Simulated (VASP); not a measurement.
Output of a VASP run:

OUTCAR:
```
 ion  position               nearest neighbor table
   1  0.333  0.667  0.250-   2 3.46   2 3.46   2 3.46   2 3.46   2 3.46   2 3.46
   2  0.667  0.333  0.750-   1 3.46   1 3.46   1 3.46   1 3.46   1 3.46   1 3.46
  LATTYP: Found a hexagonal cell.
 ALAT       =     3.5935773665
 C/A-ratio  =     1.5402173397
 Subroutine PRICEL returns:
 Original cell was already a primitive cell.
 Subroutine GETGRP returns: Found 24 space group operations
The static configuration has the point symmetry D_3d.
 The point group associated with its full space group is D_6h.
The dynamic configuration has the point symmetry D_3d.
 Subroutine INISYM returns: Found 24 space group operations
 Subroutine IBZKPT returns following result:
 Found     56 irreducible k-points:

 Following reciprocal coordinates:
            Coordinates               Weight
  0.000000  0.000000  0.000000      1.000000
  0.100000  0.000000  0.000000      6.000000
  0.200000  0.000000  0.000000      6.000000
  0.300000 -0.000000  0.000000      6.000000
  0.400000  0.000000  0.000000      6.000000
  0.500000  0.000000  0.000000      3.000000
  0.100000  0.100000  0.000000      6.000000
  0.200000  0.100000  0.000000     12.000000
  0.300000  0.100000  0.000000     12.000000
  0.400000  0.100000  0.000000     12.000000
  0.200000  0.200000  0.000000      6.000000
  0.300000  0.200000  0.000000     12.000000
  0.400000  0.200000  0.000000      6.000000
  0.300000  0.300000  0.000000      6.000000
  0.000000  0.000000  0.166667      2.000000
  0.100000  0.000000  0.166667     12.000000
  0.200000  0.000000  0.166667     12.000000
  0.300000 -0.000000  0.166667     12.000000
  0.400000  0.000000  0.166667     12.000000
  0.500000  0.000000  0.166667      6.000000
  0.100000  0.100000  0.166667     12.000000
  0.200000  0.100000  0.166667     24.000000
  0.300000  0.100000  0.166667     24.000000
  0.400000  0.100000  0.166667     24.000000
  0.200000  0.200000  0.166667     12.000000
  0.300000  0.200000  0.166667     24.000000
  0.400000  0.200000  0.166667     12.000000
  0.300000  0.300000  0.166667     12.000000
  0.000000  0.000000  0.333333      2.000000
  0.100000  0.000000  0.333333     12.000000
  0.200000  0.000000  0.333333     12.000000
  0.300000 -0.000000  0.333333     12.000000
  0.400000  0.000000  0.333333     12.000000
  0.500000  0.000000  0.333333      6.000000
  0.100000  0.100000  0.333333     12.000000
  0.200000  0.100000  0.333333     24.000000
  0.300000  0.100000  0.333333     24.000000
  0.400000  0.100000  0.333333     24.000000
  0.200000  0.200000  0.333333     12.000000
  0.300000  0.200000  0.333333     24.000000
   k-points           NKPTS =     56   k-points in BZ     NKDIM =     56   number of bands    NBANDS=     13
   number of dos      NEDOS =    301   number of ions     NIONS =      2
   total plane-waves  NPLWV =  31360
   dimension x,y,z NGX =    28 NGY =   28 NGZ =   40
   dimension x,y,z NGXF=    56 NGYF=   56 NGZF=   80
   ions per type =               2
   PREC   = accura    normal or accurate (medium, high low for compatibility)
   ISTART =      0    job   : 0-new  1-cont  2-samecut
   ICHARG =      2    charge: 1-file 2-atom 10-const
   ISPIN  =      1    spin polarized calculation?
   LNONCOLLINEAR =      F non collinear calculations
   LSORBIT =      F    spin-orbit coupling
   INIWAV =      1    electr: 0-lowe 1-rand  2-diag
   ENCUT  =  480.0 eV  35.28 Ry    5.94 a.u.   6.42  6.42  9.89*2*pi/ulx,y,z
   NELM   =    100;   NELMIN=  2; NELMDL= -5     # of ELM steps
   EDIFF  = 0.1E-06   stopping-criterion for ELM
   LREAL  =      F    real-space projection
   NLSPLINE    = F    spline interpolate recip. space projectors
   LMAXMIX     =    6 max onsite mixed and CHGCAR
   VOSKOWN=      0    Vosko Wilk Nusair interpolation
   EDIFFG = 0.1E-05   stopping-criterion for IOM
   NSW    =      0    number of steps for IOM
...
```

OSZICAR:
```
       N       E                     dE             d eps       ncg     rms          rms(c)
DAV:   1     0.475696130137E+02    0.47570E+02   -0.84575E+03  1464   0.118E+03
DAV:   2    -0.576507146014E+01   -0.53335E+02   -0.52430E+02  1466   0.302E+02
DAV:   3    -0.894256286385E+01   -0.31775E+01   -0.29141E+01  2016   0.394E+01
DAV:   4    -0.905135729954E+01   -0.10879E+00   -0.10684E+00  1840   0.816E+00
DAV:   5    -0.905509559480E+01   -0.37383E-02   -0.37263E-02  2046   0.109E+00    0.246E+01
DAV:   6    -0.905739948988E+01   -0.23039E-02   -0.23455E-02  2225   0.142E+00    0.147E+01
DAV:   7    -0.906629136361E+01   -0.88919E-02   -0.42539E-02  2182   0.197E+00    0.247E-01
DAV:   8    -0.906598670836E+01    0.30466E-03   -0.23966E-03  1851   0.408E-01    0.666E-02
DAV:   9    -0.906599921994E+01   -0.12512E-04   -0.21569E-04  1794   0.135E-01    0.324E-02
DAV:  10    -0.906599255762E+01    0.66623E-05   -0.32862E-05  1893   0.466E-02    0.371E-02
DAV:  11    -0.906599349039E+01   -0.93277E-06   -0.33055E-06  1751   0.156E-02    0.122E-03
DAV:  12    -0.906599377066E+01   -0.28027E-06   -0.38472E-07  1713   0.577E-03    0.387E-03
DAV:  13    -0.906599361912E+01    0.15154E-06   -0.55432E-08   933   0.206E-03    0.388E-04
DAV:  14    -0.906599361852E+01    0.60072E-09   -0.87848E-09   913   0.108E-03
   1 F= -.90659936E+01 E0= -.90666140E+01  d E =0.186108E-02
```

File OUTCAR:
```
------------------------ aborting loop because EDIFF is reached ----------------------------------------
  FORCE on cell =-STRESS in cart. coord.  units (eV):
  Direction    XX          YY          ZZ          XY          YZ          ZX
  --------------------------------------------------------------------------------------
  Total        0.5284460      0.5284459      0.5875051      0.0000000     -0.0000000     -0.0000000
  in kB       13.6778396     13.6778378     15.2064756      0.0000000     -0.0000000     -0.0000000
  external PRESSURE =      14.1873843 kB  Pullay stress =       0.0000000 kB
  volume of cell :       61.90
      direct lattice vectors                 reciprocal lattice vectors
     1.796788772 -3.112129239  0.000000000     0.278274223 -0.160661708  0.000000000
     1.796788772  3.112129239  0.000000000     0.278274223  0.160661708  0.000000000
     0.000000000  0.000000000  5.534890171     0.000000000  0.000000000  0.180672058
 POSITION                                       TOTAL-FORCE (eV/Angst)
 -----------------------------------------------------------------------------------
      1.79679      1.03738      1.38372         0.000000     -0.000000      0.000000
      1.79679     -1.03738      4.15117        -0.000000      0.000000      0.000000
 -----------------------------------------------------------------------------------
    total drift:                                0.000000      0.000100     -0.000010
  FREE ENERGIE OF THE ION-ELECTRON SYSTEM (eV)
  ---------------------------------------------------
  free  energy   TOTEN  =        -9.0659936185 eV

  energy  without entropy=       -9.0678546945  energy(sigma->0) =       -9.06661398
```
(Selected blocks of OUTCAR.)

**POSCAR**
```
Dy
1
    1.7967887716    -3.1121292388     0.0000000000
    1.7967887716     3.1121292388     0.0000000000
    0.0000000000     0.0000000000     5.5348901713
Dy
2
Direct
  0.3333330000   0.6666670000   0.2500000000
  0.6666670000   0.3333330000   0.7500000000
```

Question: Reconstruct the remaining input files.

Answer: One answer among several that fit: the input of the run itself, PBE GGA, plane waves, VASP's PBE PAW potentials (set 64).

**KPOINTS**
```
Automatic mesh
0
G
 10 10 6
```

INCAR:
```
ALGO = Normal
EDIFF = 1E-7
ENCUT = 480
GGA = PE
ISIF = 2
ISMEAR = 1
LASPH = .TRUE.
LCHARG = .FALSE.
LMAXMIX = 6
LREAL = .FALSE.
LWAVE = .FALSE.
NELM = 100
PREC = Accurate
SIGMA = 0.1
SYSTEM = Dy
```

POTCAR, in this order: Dy_3 (PBE.64 set). Program: vasp_std.

The 4f electrons are frozen in the core of the lanthanide potential, so 4f levels, which can set the real gap, and their magnetism are missing.

The compound is Dy in the hcp structure. This cell was strained or had an atom moved on purpose.
